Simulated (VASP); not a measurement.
OSZICAR of a VASP run on BiSi$_{63}$:

### OSZICAR
```
       N       E                     dE             d eps       ncg     rms          rms(c)
DAV:   1     0.119459278242E+04    0.11946E+04   -0.96760E+04   324   0.114E+03
DAV:   2    -0.183601878871E+03   -0.13782E+04   -0.13170E+04   424   0.204E+02
DAV:   3    -0.330455772861E+03   -0.14685E+03   -0.14083E+03   400   0.603E+01
DAV:   4    -0.335069467369E+03   -0.46137E+01   -0.45877E+01   408   0.128E+01
DAV:   5    -0.335181075387E+03   -0.11161E+00   -0.11112E+00   384   0.208E+00    0.277E+01
RMM:   6    -0.330245764127E+03    0.49353E+01   -0.30010E+00   324   0.262E+00    0.168E+01
RMM:   7    -0.328157976700E+03    0.20878E+01   -0.77039E+00   332   0.429E+00    0.117E+00
RMM:   8    -0.328204883480E+03   -0.46907E-01   -0.71813E-01   325   0.168E+00    0.723E-01
RMM:   9    -0.328232644308E+03   -0.27761E-01   -0.20586E-01   338   0.820E-01    0.591E-01
RMM:  10    -0.328231707050E+03    0.93726E-03   -0.34588E-02   324   0.383E-01    0.225E-01
RMM:  11    -0.328233352508E+03   -0.16455E-02   -0.13899E-02   330   0.218E-01    0.149E-01
RMM:  12    -0.328233551211E+03   -0.19870E-03   -0.19940E-03   350   0.976E-02    0.213E-01
RMM:  13    -0.328233879010E+03   -0.32780E-03   -0.96916E-04   327   0.536E-02    0.267E-01
RMM:  14    -0.328233831142E+03    0.47867E-04   -0.19336E-04   343   0.291E-02    0.381E-01
RMM:  15    -0.328233755172E+03    0.75970E-04   -0.20411E-03   409   0.619E-02    0.721E-01
RMM:  16    -0.328233685795E+03    0.69377E-04   -0.45376E-04   330   0.273E-02    0.510E-01
RMM:  17    -0.328233764196E+03   -0.78400E-04   -0.34965E-04   336   0.220E-02    0.353E-01
RMM:  18    -0.328233744334E+03    0.19861E-04   -0.25125E-05   232   0.966E-03    0.363E-01
RMM:  19    -0.328233736895E+03    0.74394E-05   -0.77833E-06   191   0.500E-03
   1 F= -.32823374E+03 E0= -.32818847E+03  d E =-.328234E+03
       N       E                     dE             d eps       ncg     rms          rms(c)
DAV:   1    -0.330592045406E+03   -0.23583E+01   -0.54728E+01   324   0.121E+01    0.380E+00
RMM:   2    -0.330817917127E+03   -0.22587E+00   -0.41553E+00   324   0.361E+00    0.134E+00
RMM:   3    -0.330841449787E+03   -0.23533E-01   -0.76180E-01   332   0.160E+00    0.108E+00
RMM:   4    -0.330841961230E+03   -0.51144E-03   -0.12224E-01   338   0.716E-01    0.702E-01
RMM:   5    -0.330843835308E+03   -0.18741E-02   -0.27547E-02   339   0.329E-01    0.167E-01
RMM:   6    -0.330844120442E+03   -0.28513E-03   -0.84401E-03   352   0.171E-01    0.828E-02
RMM:   7    -0.330844264013E+03   -0.14357E-03   -0.20455E-03   351   0.815E-02    0.583E-02
RMM:   8    -0.330844286390E+03   -0.22377E-04   -0.36637E-04   332   0.373E-02    0.239E-02
RMM:   9    -0.330844293808E+03   -0.74184E-05   -0.76121E-05   271   0.164E-02
   2 F= -.33084429E+03 E0= -.33084424E+03  d E =-.261056E+01
       N       E                     dE             d eps       ncg     rms          rms(c)
DAV:   1    -0.330927797706E+03   -0.83511E-01   -0.47020E+00   344   0.372E+00    0.805E-01
RMM:   2    -0.330949026544E+03   -0.21229E-01   -0.30121E-01   324   0.102E+00    0.398E-01
RMM:   3    -0.330953661575E+03   -0.46350E-02   -0.63620E-02   335   0.466E-01    0.214E-01
RMM:   4    -0.330953862856E+03   -0.20128E-03   -0.89542E-03   334   0.204E-01    0.895E-02
RMM:   5    -0.330954025512E+03   -0.16266E-03   -0.19188E-03   361   0.914E-02    0.698E-02
RMM:   6    -0.330954053304E+03   -0.27792E-04   -0.35628E-04   324   0.371E-02    0.230E-02
RMM:   7    -0.330954058057E+03   -0.47529E-05   -0.97190E-05   290   0.200E-02
   3 F= -.33095406E+03 E0= -.33095406E+03  d E =-.272032E+01
       N       E                     dE             d eps       ncg     rms          rms(c)
DAV:   1    -0.331154343770E+03   -0.20029E+00   -0.63337E+00   352   0.462E+00    0.118E+00
RMM:   2    -0.331192643902E+03   -0.38300E-01   -0.44245E-01   324   0.134E+00    0.466E-01
RMM:   3    -0.331198783224E+03   -0.61393E-02   -0.79693E-02   332   0.615E-01    0.231E-01
RMM:   4    -0.331199464375E+03   -0.68115E-03   -0.12356E-02   337   0.266E-01    0.119E-01
RMM:   5    -0.331199650707E+03   -0.18633E-03   -0.23728E-03   347   0.112E-01    0.434E-02
RMM:   6    -0.331199693663E+03   -0.42956E-04   -0.49273E-04   357   0.483E-02    0.150E-02
RMM:   7    -0.331199701008E+03   -0.73447E-05   -0.86925E-05   280   0.199E-02
   4 F= -.33119970E+03 E0= -.33119970E+03  d E =-.245643E+00
       N       E                     dE             d eps       ncg     rms          rms(c)
DAV:   1    -0.331204334690E+03   -0.46410E-02   -0.23398E-01   360   0.887E-01    0.221E-01
RMM:   2    -0.331205749028E+03   -0.14143E-02   -0.16250E-02   324   0.258E-01    0.879E-02
RMM:   3    -0.331205982440E+03   -0.23341E-03   -0.29519E-03   332   0.118E-01    0.424E-02
RMM:   4    -0.331206011190E+03   -0.28750E-04   -0.47444E-04   337   0.512E-02    0.212E-02
RMM:   5    -0.331206017844E+03   -0.66538E-05   -0.86557E-05   295   0.215E-02
   5 F= -.33120602E+03 E0= -.33120602E+03  d E =-.251960E+00
       N       E                     dE             d eps       ncg     rms          rms(c)
DAV:   1    -0.331235851816E+03   -0.29841E-01   -0.67961E-01   352   0.158E+00    0.465E-01
RMM:   2    -0.331239214971E+03   -0.33632E-02   -0.40809E-02   324   0.446E-01    0.169E-01
RMM:   3    -0.331239673743E+03   -0.45877E-03   -0.70121E-03   328   0.203E-01    0.802E-02
RMM:   4    -0.331239741972E+03   -0.68229E-04   -0.12215E-03   341   0.888E-02    0.392E-02
RMM:   5    -0.331239758955E+03   -0.16982E-04   -0.24396E-04   339   0.398E-02    0.960E-03
RMM:   6    -0.331239764022E+03   -0.50671E-05   -0.59970E-05   273   0.184E-02
   6 F= -.33123976E+03 E0= -.33123976E+03  d E =-.337462E-01
       N       E                     dE             d eps       ncg     rms          rms(c)
DAV:   1    -0.331242644852E+03   -0.28859E-02   -0.14088E-01   368   0.720E-01    0.212E-01
RMM:   2    -0.331243348037E+03   -0.70319E-03   -0.85142E-03   324   0.204E-01    0.769E-02
RMM:   3    -0.331243442943E+03   -0.94906E-04   -0.14511E-03   327   0.931E-02    0.363E-02
RMM:   4    -0.331243458834E+03   -0.15891E-04   -0.26507E-04   341   0.409E-02    0.181E-02
RMM:   5    -0.331243462203E+03   -0.33689E-05   -0.50145E-05   274   0.181E-02
   7 F= -.33124346E+03 E0= -.33124346E+03  d E =-.374444E-01
       N       E                     dE             d eps       ncg     rms          rms(c)
DAV:   1    -0.331249441232E+03   -0.59824E-02   -0.19829E-01   336   0.831E-01    0.229E-01
RMM:   2    -0.331250524865E+03   -0.10836E-02   -0.12191E-02   324   0.240E-01    0.871E-02
RMM:   3    -0.331250650657E+03   -0.12579E-03   -0.20259E-03   329   0.109E-01    0.407E-02
RMM:   4    -0.331250669939E+03   -0.19283E-04   -0.37054E-04   338   0.482E-02    0.214E-02
RMM:   5    -0.331250674970E+03   -0.50312E-05   -0.68410E-05   295   0.200E-02
   8 F= -.33125067E+03 E0= -.33125067E+03  d E =-.721277E-02
       N       E                     dE             d eps       ncg     rms          rms(c)
DAV:   1    -0.331251088899E+03   -0.41896E-03   -0.26191E-02   368   0.302E-01    0.838E-02
RMM:   2    -0.331251237084E+03   -0.14818E-03   -0.16506E-03   324   0.887E-02    0.317E-02
RMM:   3    -0.331251255698E+03   -0.18614E-04   -0.27934E-04   329   0.407E-02    0.153E-02
RMM:   4    -0.331251258579E+03   -0.28814E-05   -0.50833E-05   274   0.181E-02
   9 F= -.33125126E+03 E0= -.33125126E+03  d E =-.779638E-02
       N       E                     dE             d eps       ncg     rms          rms(c)
DAV:   1    -0.331252610675E+03   -0.13550E-02   -0.45454E-02   344   0.402E-01    0.106E-01
RMM:   2    -0.331252820794E+03   -0.21012E-03   -0.25379E-03   324   0.111E-01    0.417E-02
RMM:   3    -0.331252847308E+03   -0.26514E-04   -0.43869E-04   328   0.509E-02    0.199E-02
RMM:   4    -0.331252851806E+03   -0.44974E-05   -0.83001E-05   325   0.227E-02
  10 F= -.33125285E+03 E0= -.33125285E+03  d E =-.159323E-02
```

Problem. Which electronic solver shows in the log?

Solution. It is blocked Davidson (ALGO = Normal, or the opening steps of other solvers) and then RMM-DIIS (ALGO = Fast or VeryFast). The INCAR had ALGO = Fast.

Problem. Can the final energy be trusted as converged?

Solution. Self-consistency was reached. It stopped with EDIFF = 1E-5, NELM = 100, NSW = 60 and EDIFFG = -0.03 after 10 ionic steps (PBE GGA, plane waves, VASP's PBE PAW potentials (set 64)). The cell is charged, with a uniform compensating background. The supercell is sampled at Γ alone, which is coarse: total energies, pressure and levels can be off, energies of defects by several tenths of an eV.

The cell is a supercell with a defect, built from Si (diamond): Bi_Si, charge -1. The run is not spin-polarised, so no state with unpaired spins was tried.
